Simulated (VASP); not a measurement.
# CoSn with PBE: from relaxation to properties, part 6 of 9

Aim: relax CoSn with PBE, compute its properties on that cell and hold them against experiment. The start is a computed cell from the Materials Project.

VASP 6.6.1, plane waves and PAW; the level of theory is named at each step.

Still holding for the runs below: This run allows spin, but its moments start at zero, where symmetry between the spins tends to hold them, which is where the search above led. Its electron count is odd, so without a moment it is a metal by construction.

So far. Step 10 (Density, ELF and potential (PBE)): In this run the pressure is 0.07 GPa, small enough to go on; single stress components reach 0.07 GPa. Step 11 (Bands along the symmetry lines (PBE)): There is no gap at this level. The relaxed cell has a = 5.294, c = 4.228 Å (conventional setting).

**12. Density of states (PBE)**

Level of this step: PBE, zero-moment start; plane waves and PAW (Co, Sn_d) (VASP).

Here the states are counted by energy and projected on the atoms. The mesh is finer than in the run before.

The input, INCAR:

```
SYSTEM = CoSn
PREC = Accurate
ENCUT = 400
EDIFF = 1E-06
NELM = 100
ISMEAR = -5
SIGMA = 0.2
LREAL = .FALSE.
ALGO = Normal
GGA = PE
NBANDS = 55
ISPIN = 2
MAGMOM = -0 -0 -0 0 0 0
LASPH = .TRUE.
LMAXMIX = 4
LORBIT = 11
LWAVE = .FALSE.
LCHARG = .FALSE.
KPAR = 8
NEDOS = 2001
```

The input, POSCAR:

```
CoSn
1.0
    5.2937248327      0.0000000000      0.0000000000
   -2.6468624163      4.5845001857      0.0000000000
    0.0000000000      0.0000000000      4.2276606844
Co Sn
3 3
Direct
    0.0000000000      0.5000000000      0.0000000000
    0.5000000000      0.5000000000      0.0000000000
    0.5000000000      0.0000000000      0.0000000000
    0.6666666700      0.3333333300      0.5000000000
    0.3333333300      0.6666666700      0.5000000000
    0.0000000000      0.0000000000      0.0000000000
```

The input, KPOINTS:

```
Automatic mesh
0
Gamma
9 9 9
0 0 0
```

PAW data sets: Co and Sn_d (PBE family, release 64).

Run with:

```sh
$ mpirun -np 8 vasp_std
```

What it wrote:

```text
[... set-up lines as in an earlier step ...]
 entering main loop
       N       E                     dE             d eps       ncg     rms          rms(c)
DAV:   1     0.649013366403E+03    0.64901E+03   -0.24670E+04 14144   0.170E+03
DAV:   2     0.736548435808E+02   -0.57536E+03   -0.54130E+03 13200   0.467E+02
DAV:   3    -0.302016049632E+02   -0.10386E+03   -0.10044E+03 13965   0.171E+02
DAV:   4    -0.356336871439E+02   -0.54321E+01   -0.54142E+01 15130   0.453E+01
DAV:   5    -0.357848367763E+02   -0.15115E+00   -0.15111E+00 18196   0.677E+00    0.145E+01
DAV:   6    -0.374866541927E+02   -0.17018E+01   -0.15010E+01 16001   0.408E+01    0.159E+01
DAV:   7    -0.334880593108E+02    0.39986E+01   -0.10573E+01 15938   0.315E+01    0.464E+00
DAV:   8    -0.332509961282E+02    0.23706E+00   -0.82199E-01 16906   0.613E+00    0.969E-01
DAV:   9    -0.332429536571E+02    0.80425E-02   -0.84742E-02 16247   0.243E+00    0.304E-01
DAV:  10    -0.332423040992E+02    0.64956E-03   -0.10073E-02 15144   0.694E-01    0.145E-01
DAV:  11    -0.332422476291E+02    0.56470E-04   -0.58377E-04 16495   0.167E-01    0.514E-02
DAV:  12    -0.332422627773E+02   -0.15148E-04   -0.88998E-05 16332   0.719E-02    0.156E-02
DAV:  13    -0.332422642014E+02   -0.14241E-05   -0.13491E-05 14666   0.216E-02    0.950E-03
DAV:  14    -0.332422660764E+02   -0.18750E-05   -0.14202E-06 12196   0.101E-02    0.405E-03
DAV:  15    -0.332422676584E+02   -0.15821E-05   -0.47640E-07  8771   0.686E-03    0.154E-03
DAV:  16    -0.332422670228E+02    0.63566E-06   -0.13211E-07  8397   0.295E-03
   1 F= -.33242267E+02 E0= -.33242267E+02  d E =0.000000E+00  mag=     0.0000
 -----------------------------------------------------------------------------
|                                                                             |
|           W    W    AA    RRRRR   N    N  II  N    N   GGGG   !!!           |
|           W    W   A  A   R    R  NN   N  II  NN   N  G    G  !!!           |
|           W    W  A    A  R    R  N N  N  II  N N  N  G       !!!           |
|           W WW W  AAAAAA  RRRRR   N  N N  II  N  N N  G  GGG   !            |
|           WW  WW  A    A  R   R   N   NN  II  N   NN  G    G                |
|           W    W  A    A  R    R  N    N  II  N    N   GGGG   !!!           |
|                                                                             |
|     Tetrahedron method does not include variations of the Fermi             |
|     occupations, so forces and stress will be inaccurate. We suggest        |
|     using a different smearing scheme ISMEAR = 1 or 2 for metals in         |
|     relaxations.                                                            |
|                                                                             |
 -----------------------------------------------------------------------------
```

It took 30 s on 8 MPI ranks of Intel Xeon 6975P-C (Granite Rapids), shared host; peak memory 3.7 GiB; 3.9 min of CPU time.

Parts of OUTCAR (step 12):

```text
   k-points           NKPTS =     60   k-points in BZ     NKDIM =     60   number of bands    NBANDS=     55

   NELECT =      69.0000    total number of electrons

 E-fermi :   9.8127

 spin component 1
 k-point     1 :       0.0000    0.0000    0.0000
  band No.  band energies     occupation
    ...
     30       9.3362      1.00000
     31       9.3531      1.00000
     32       9.3531      1.00000
     33       9.3857      1.00000
     34       9.3857      1.00000
     35      10.2878      0.00000
     36      10.3664      0.00000
     37      11.1331      0.00000
     38      11.1331      0.00000
     39      12.6997      0.00000
    ...

 k-point     2 :       0.1111   -0.0000    0.0000
  band No.  band energies     occupation
    ...
     30       9.3056      1.00000
     31       9.3538      1.00000
     32       9.3797      1.00000
     33       9.3966      1.00000
     34       9.4648      1.00000
     35      10.2907      0.00000
     36      10.5511      0.00000
     37      11.1874      0.00000
     38      11.2628      0.00000
     39      12.7888      0.00000
    ...

  Total       -0.0566420     -0.0566420      0.0241609     -0.0000000      0.0000000     -0.0000000
  in kB       -0.8844955     -0.8844955      0.3772858     -0.0000000      0.0000000     -0.0000000
  external PRESSURE =      -0.4639017 kB  Pullay stress =       0.0000000 kB

 POSITION                                       TOTAL-FORCE (eV/Angst)
 -----------------------------------------------------------------------------------
     -1.32343      2.29225      0.00000        -0.000000      0.000000     -0.000000
      1.32343      2.29225      0.00000        -0.000000      0.000000     -0.000000
      2.64686      0.00000      0.00000         0.000000      0.000000     -0.000000
      2.64686      1.52817      2.11383         0.000000     -0.000000      0.000000
     -0.00000      3.05633      2.11383        -0.000000      0.000000     -0.000000
      0.00000      0.00000      0.00000        -0.000000      0.000000     -0.000000
 -----------------------------------------------------------------------------------
    total drift:                                0.000000      0.000000      0.000000

  FREE ENERGIE OF THE ION-ELECTRON SYSTEM (eV)
  ---------------------------------------------------
  free  energy   TOTEN  =       -33.2422670228 eV

  energy  without entropy=      -33.2422670228  energy(sigma->0) =      -33.24226702

 magnetization (x)
# of ion       s       p       d       tot
------------------------------------------
    1       -0.000  -0.000  -0.000  -0.000
    2       -0.000  -0.000  -0.000  -0.000
    3       -0.000  -0.000  -0.000  -0.000
    4        0.000   0.000   0.000   0.000
    5        0.000   0.000   0.000   0.000
    6       -0.000   0.000  -0.000  -0.000
--------------------------------------------------
tot          0.000  -0.000  -0.000   0.000

[... 6 parts as in an earlier step ...]

[... 10 further parts left out ...]
```

With tetrahedra the forces and stress of a metal are not exact derivatives of the energy.

Numbers from this step:

```
SCF cycles                                           : 16
irreducible k-points                                 : 60
free energy (TOTEN)                                  : -33.24 eV
Fermi energy                                         : 9.813 eV
pressure                                             : -0.04639 GPa
DOS at the Fermi level, one point of the energy grid : 3.376 states/eV/cell
```

The density of states has structure finer than the step of the table below, so its rows give means over 1 eV, whole bins alone (the curve runs from -12.0 to 3.04 eV). Peaks (eV: height): total -2.7: 8.74, -2.2: 11.4, -1.9: 15.4, -0.5: 20.0; Co d -2.2: 7.29, -1.9: 11.5, -0.5: 18.4, 0.5: 4.93; Sn p -3.5: 1.02, -2.7: 1.58, -2.2: 1.46, -1.9: 1.10; Co p -2.7: 0.473, -2.2: 0.502, -1.9: 0.432, -1.4: 0.418; Sn s -9.6: 0.608, -7.8: 1.45, -7.5: 1.13, -7.0: 1.23.

States under -12.0 eV and over 3.0 eV are left out; both spin channels agree and are summed. Table of density of states by energy, zero at the Fermi level; means over each step; values in states/eV/cell:

| energy (eV) | total | Co d | Sn p | Co p | Sn s | Co s |
| --- | --- | --- | --- | --- | --- | --- |
| -11 | 0.312 | 5.0e-4 | 0.00454 | 0.00356 | 0.147 | 0.0480 |
| -10 | 0.907 | 0.00547 | 0.0299 | 0.0269 | 0.430 | 0.112 |
| -9 | 1.06 | 0.0160 | 0.0483 | 0.0515 | 0.515 | 0.0864 |
| -8 | 1.67 | 0.0577 | 0.0785 | 0.0873 | 0.835 | 0.114 |
| -7 | 1.65 | 0.135 | 0.0638 | 0.0872 | 0.896 | 0.0465 |
| -6 | 0.546 | 0.0605 | 0.0615 | 0.0304 | 0.197 | 0.0587 |
| -5 | 1.49 | 0.202 | 0.394 | 0.0812 | 0.0900 | 0.224 |
| -4 | 2.71 | 0.655 | 0.687 | 0.149 | 0.121 | 0.243 |
| -3 | 4.78 | 2.27 | 0.938 | 0.268 | 0.0853 | 0.130 |
| -2 | 9.60 | 6.65 | 0.931 | 0.354 | 0.0278 | 0.0427 |
| -1 | 8.53 | 7.39 | 0.177 | 0.108 | 0.0200 | 0.0292 |
| 0 | 7.09 | 5.87 | 0.299 | 0.126 | 0.0660 | 0.0382 |
| 1 | 3.78 | 2.25 | 0.526 | 0.124 | 0.148 | 0.0400 |
| 2 | 2.25 | 0.887 | 0.467 | 0.111 | 0.199 | 0.0656 |

The finer mesh and the other smearing move the Fermi level by +0.05 eV from the 6×6×6 run, one measure of the sampling error in the zero of the bands above. Of the states within 0.3 eV of the Fermi level, the largest shares in the PAW spheres are Co d 76 % and Sn p 6 %. The rest lies in smaller channels or between the spheres.

(Continued in part 7 of 9.)

[Lines on the potential files, build, host, timing and source positions are cut from VASP's logs without a mark.]

[Logs are printed without paths, hosts, clocks, repeated set-up lines and the standing remarks that a program may print on its own settings, such as how far it seeks lower states.]

[Hosts, paths, dates, database ids (printed as entryN), source tags and the programs' standing remarks are cut or masked in the printed files.]

[A measured line is paired with the nearest computed mode of its activity, which favours agreement.]

[In band tables of VASP the shares of atoms and orbitals are scaled to a sum of 1 inside the atoms' spheres.]
